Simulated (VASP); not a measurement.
Calculation: r2SCAN meta-GGA, VASP's PBE PAW potentials (set 64) (plane waves; VASP).

A VASP calculation is set up with these files.

**INCAR**
```
SYSTEM = Pb
PREC = Accurate; ENCUT = 480; LREAL = .FALSE.
LASPH = .TRUE.
EDIFF = 1E-6; NELM = 100; ALGO = Normal
LMAXMIX = 4; LMIXTAU = .TRUE.
ISMEAR = 1; SIGMA = 0.1
METAGGA = R2SCAN
IBRION = 2; NSW = 60; ISIF = 3
EDIFFG = -0.01
LWAVE = .FALSE.; LCHARG = .FALSE.
```

**POSCAR**
```
Pb
1.0
  0.0000000000   2.4948932385   2.4948932385
  2.4948932385   0.0000000000   2.4948932385
  2.4948932385   2.4948932385   0.0000000000
Pb
1
Cartesian
  0.0000000000   0.0000000000   0.0000000000
```

KPOINTS:
```
Automatic mesh
0
Gamma
11 11 11
0 0 0
```

POTCAR, in this order: Pb_d (PBE.64 set). Program: vasp_std.

Task: What will the output report for the number of irreducible k-points (NKPTS), largest plane-wave count, number of space-group operations, FFT grid (NGX, NGY, NGZ)?

Result: 
| Item | Value |
|---|---|
| number of irreducible k-points (NKPTS) | 56 |
| largest plane-wave count | 754 |
| number of space-group operations | 48 |
| FFT grid (NGX, NGY, NGZ) | 28 × 28 × 28 |

The compound is Pb in the fcc structure. It was relaxed first. The start is the result of an earlier pass.
